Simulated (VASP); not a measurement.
```xyz
3
Lattice="1.5421 -2.6709 0.0000 1.5421 2.6709 0.0000 0.0000 0.0000 3.4181" Properties=species:S:1:pos:R:3 pbc="T T T"
Hf     0.0000     0.0000     0.0000
B      1.5421     0.8903     1.7090
B      1.5421    -0.8903     1.7090
```

The numbers are results of PBEsol GGA, VASP's PBE PAW potentials (set 64) (plane waves; VASP 6.6.1), not measurements. Run with 400 eV cut-off, 8×8×7 Γ-centred mesh, Gaussian smearing of 0.20 eV, potentials Hf_pv B.

Problem. Give the energies of bands 5 to 11 at the high-symmetry points, in eV from the Fermi level.

Solution. 
| band | Γ | M | K | A | L | H |
|---|---|---|---|---|---|---|
| 5 | -3.32 | -9.16 | -8.44 | -8.72 | -7.68 | -9.48 |
| 6 | -3.14 | -4.46 | -8.17 | -1.32 | -5.30 | -5.70 |
| 7 | -3.14 | -3.61 | -2.87 | -1.32 | -5.05 | -3.30 |
| 8 | -2.86 | -3.19 | -2.87 | 0.17 | -2.67 | -3.30 |
| 9 | 4.13 | 2.13 | 1.68 | 0.17 | 4.20 | 4.66 |
| 10 | 4.13 | 2.73 | 1.68 | 0.89 | 4.29 | 5.64 |
| 11 | 4.83 | 5.87 | 3.48 | 0.89 | 6.56 | 7.37 |

It has no gap at this level: it comes out as a metal or semimetal.

The structure is a typed HfB2 crystal (P6/mmm). The cell was not relaxed at this level.
